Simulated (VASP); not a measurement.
Level of theory: r2SCAN meta-GGA, VASP's PBE PAW potentials (set 64) (plane waves; VASP).

VASP ran on this input.

**KPOINTS**
```
Automatic mesh
0
Gamma
12 12 7
0 0 0
```

**INCAR**
```
ALGO = Normal
EDIFF = 1E-7
EDIFFG = -0.01
ENCUT = 520
IBRION = 2
ISIF = 4
ISMEAR = 1
LASPH = .TRUE.
LCHARG = .FALSE.
LMAXMIX = 6
LMIXTAU = .TRUE.
LREAL = .FALSE.
LWAVE = .FALSE.
METAGGA = R2SCAN
NELM = 100
NSW = 30
PREC = Accurate
SIGMA = 0.1
SYSTEM = Er
```

File POSCAR:
```
Er
1.0
  1.7537877454  -3.0376490447   0.0000000000
  1.7537877454   3.0376490447   0.0000000000
  0.0000000000   0.0000000000   5.4244398793
Er
2
Cartesian
  1.7537877454   1.0125517067   1.3561099698
  1.7537877454  -1.0125517067   4.0683299095
```

POTCAR, in this order: Er_3 (PBE.64 set). Program: vasp_std.

Output of the run:

OUTCAR:
```
 ion  position               nearest neighbor table
   1  0.333  0.667  0.250-   2 3.38   2 3.38   2 3.38   2 3.38   2 3.38   2 3.38
   2  0.667  0.333  0.750-   1 3.38   1 3.38   1 3.38   1 3.38   1 3.38   1 3.38
  LATTYP: Found a hexagonal cell.
 ALAT       =     3.5075751132
 C/A-ratio  =     1.5464928631
 Subroutine PRICEL returns:
 Original cell was already a primitive cell.
 Subroutine GETGRP returns: Found 24 space group operations
The static configuration has the point symmetry D_3d.
 The point group associated with its full space group is D_6h.
The dynamic configuration has the point symmetry D_3d.
 Subroutine INISYM returns: Found 24 space group operations
 Subroutine IBZKPT returns following result:
 Found     76 irreducible k-points:

 Following reciprocal coordinates:
            Coordinates               Weight
  0.000000  0.000000  0.000000      1.000000
  0.083333  0.000000  0.000000      6.000000
  0.166667  0.000000  0.000000      6.000000
  0.250000  0.000000  0.000000      6.000000
  0.333333 -0.000000  0.000000      6.000000
  0.416667  0.000000  0.000000      6.000000
  0.500000  0.000000  0.000000      3.000000
  0.083333  0.083333  0.000000      6.000000
  0.166667  0.083333  0.000000     12.000000
  0.250000  0.083333  0.000000     12.000000
  0.333333  0.083333  0.000000     12.000000
  0.416667  0.083333  0.000000     12.000000
  0.166667  0.166667  0.000000      6.000000
  0.250000  0.166667  0.000000     12.000000
  0.333333  0.166667  0.000000     12.000000
  0.416667  0.166667  0.000000      6.000000
  0.250000  0.250000  0.000000      6.000000
  0.333333  0.250000  0.000000     12.000000
  0.333333  0.333333  0.000000      2.000000
  0.000000  0.000000  0.142857      2.000000
  0.083333  0.000000  0.142857     12.000000
  0.166667  0.000000  0.142857     12.000000
  0.250000  0.000000  0.142857     12.000000
  0.333333 -0.000000  0.142857     12.000000
  0.416667  0.000000  0.142857     12.000000
  0.500000  0.000000  0.142857      6.000000
  0.083333  0.083333  0.142857     12.000000
  0.166667  0.083333  0.142857     24.000000
  0.250000  0.083333  0.142857     24.000000
  0.333333  0.083333  0.142857     24.000000
  0.416667  0.083333  0.142857     24.000000
  0.166667  0.166667  0.142857     12.000000
  0.250000  0.166667  0.142857     24.000000
  0.333333  0.166667  0.142857     24.000000
  0.416667  0.166667  0.142857     12.000000
  0.250000  0.250000  0.142857     12.000000
  0.333333  0.250000  0.142857     24.000000
  0.333333  0.333333  0.142857      4.000000
  0.000000  0.000000  0.285714      2.000000
  0.083333  0.000000  0.285714     12.000000
   k-points           NKPTS =     76   k-points in BZ     NKDIM =     76   number of bands    NBANDS=     13
   number of dos      NEDOS =    301   number of ions     NIONS =      2
   total plane-waves  NPLWV =  31360
   dimension x,y,z NGX =    28 NGY =   28 NGZ =   40
   dimension x,y,z NGXF=    56 NGYF=   56 NGZF=   80
   ions per type =               2
   PREC   = accura    normal or accurate (medium, high low for compatibility)
   ISTART =      0    job   : 0-new  1-cont  2-samecut
   ICHARG =      2    charge: 1-file 2-atom 10-const
   ISPIN  =      1    spin polarized calculation?
   LNONCOLLINEAR =      F non collinear calculations
   LSORBIT =      F    spin-orbit coupling
   INIWAV =      1    electr: 0-lowe 1-rand  2-diag
   ENCUT  =  520.0 eV  38.22 Ry    6.18 a.u.   6.52  6.52 10.09*2*pi/ulx,y,z
   NELM   =    100;   NELMIN=  2; NELMDL= -5     # of ELM steps
   EDIFF  = 0.1E-06   stopping-criterion for ELM
   LREAL  =      F    real-space projection
...
```

File OSZICAR:
```
       N       E                     dE             d eps       ncg     rms          rms(c)
DAV:   1    -0.661825726134E+01   -0.66183E+01   -0.88911E+03  3232   0.143E+03
DAV:   2    -0.667210602714E+02   -0.60103E+02   -0.58672E+02  3304   0.589E+02
DAV:   3    -0.695268153082E+02   -0.28058E+01   -0.26914E+01  3562   0.687E+01
DAV:   4    -0.696493438798E+02   -0.12253E+00   -0.11879E+00  3561   0.105E+01
DAV:   5    -0.696536945834E+02   -0.43507E-02   -0.43598E-02  3402   0.226E+00    0.308E+01
DAV:   6    -0.680037215440E+02    0.16500E+01   -0.35308E-01  3219   0.123E+01    0.167E+01
DAV:   7    -0.665930088906E+02    0.14107E+01   -0.53791E-01  3497   0.129E+01    0.152E+00
DAV:   8    -0.678919464384E+02   -0.12989E+01   -0.52303E-01  3768   0.934E+00    0.345E+00
DAV:   9    -0.678155990291E+02    0.76347E-01   -0.35273E-02  3271   0.266E+00    0.103E+00
DAV:  10    -0.677584540605E+02    0.57145E-01   -0.53704E-03  3151   0.956E-01    0.121E+00
DAV:  11    -0.677616386836E+02   -0.31846E-02   -0.20275E-03  2691   0.679E-01    0.905E-01
DAV:  12    -0.677677169436E+02   -0.60783E-02   -0.89575E-02  2755   0.348E+00    0.370E-01
DAV:  13    -0.677714561704E+02   -0.37392E-02   -0.33306E-03  3174   0.862E-01    0.165E-01
DAV:  14    -0.677714940402E+02   -0.37870E-04   -0.63738E-05  3211   0.132E-01    0.172E-01
DAV:  15    -0.677715744825E+02   -0.80442E-04   -0.65112E-06  3201   0.384E-02    0.176E-01
DAV:  16    -0.677720647146E+02   -0.49023E-03   -0.81205E-04  2688   0.328E-01    0.230E-01
DAV:  17    -0.677719039519E+02    0.16076E-03   -0.18339E-04  3229   0.198E-01    0.328E-01
DAV:  18    -0.677719204301E+02   -0.16478E-04   -0.62043E-06  2877   0.379E-02    0.286E-01
DAV:  19    -0.677719198986E+02    0.53153E-06   -0.75380E-07  3358   0.135E-02    0.272E-01
DAV:  20    -0.677718983659E+02    0.21533E-04   -0.26685E-06  3299   0.230E-02    0.190E-01
DAV:  21    -0.677718833487E+02    0.15017E-04   -0.29944E-06  3295   0.262E-02    0.108E-01
DAV:  22    -0.677718347229E+02    0.48626E-04   -0.10840E-05  3114   0.462E-02    0.129E-02
DAV:  23    -0.677718236809E+02    0.11042E-04   -0.31475E-05  3099   0.621E-02    0.318E-02
DAV:  24    -0.677718257634E+02   -0.20824E-05   -0.14798E-06  3100   0.182E-02    0.637E-03
DAV:  25    -0.677718282020E+02   -0.24386E-05   -0.53373E-06  2730   0.227E-02    0.515E-03
DAV:  26    -0.677718323568E+02   -0.41548E-05   -0.67428E-07  3257   0.109E-02    0.127E-02
DAV:  27    -0.677718296238E+02    0.27329E-05   -0.10513E-07  1485   0.490E-03    0.366E-03
DAV:  28    -0.677718296983E+02   -0.74434E-07   -0.43006E-08  1363   0.768E-03
   1 F= -.67771830E+02 E0= -.67770876E+02  d E =-.677718E+02
```

### OUTCAR
```
------------------------ aborting loop because EDIFF is reached ----------------------------------------
  FORCE on cell =-STRESS in cart. coord.  units (eV):
  Direction    XX          YY          ZZ          XY          YZ          ZX
  --------------------------------------------------------------------------------------
  Total        1.2486571      1.2486567      1.2248312      0.0000000     -0.0000000      0.0000000
  in kB       34.6141948     34.6141848     33.9537151      0.0000000     -0.0000000      0.0000000
  external PRESSURE =      34.3940316 kB  Pullay stress =       0.0000000 kB
  volume of cell :       57.80
      direct lattice vectors                 reciprocal lattice vectors
     1.753787745 -3.037649045  0.000000000     0.285097214 -0.164600977  0.000000000
     1.753787745  3.037649045  0.000000000     0.285097214  0.164600977  0.000000000
     0.000000000  0.000000000  5.424439879     0.000000000  0.000000000  0.184350831
 POSITION                                       TOTAL-FORCE (eV/Angst)
 -----------------------------------------------------------------------------------
      1.75379      1.01255      1.35611        -0.000000     -0.000000      0.000000
      1.75379     -1.01255      4.06833         0.000000      0.000000      0.000000
 -----------------------------------------------------------------------------------
    total drift:                                0.000002      0.000085     -0.000011
  FREE ENERGIE OF THE ION-ELECTRON SYSTEM (eV)
  ---------------------------------------------------
  free  energy   TOTEN  =       -67.7718296983 eV

  energy  without entropy=      -67.7689676807  energy(sigma->0) =      -67.77087569

 reached required accuracy - stopping structural energy minimisation
```
(Selected blocks of OUTCAR.)

The 4f electrons are frozen in the core of the lanthanide potential, so 4f levels, which can set the real gap, and their magnetism are missing.

The compound is Er in the hcp structure. This cell is one point of a volume scan, at 0.94 of the reference volume.
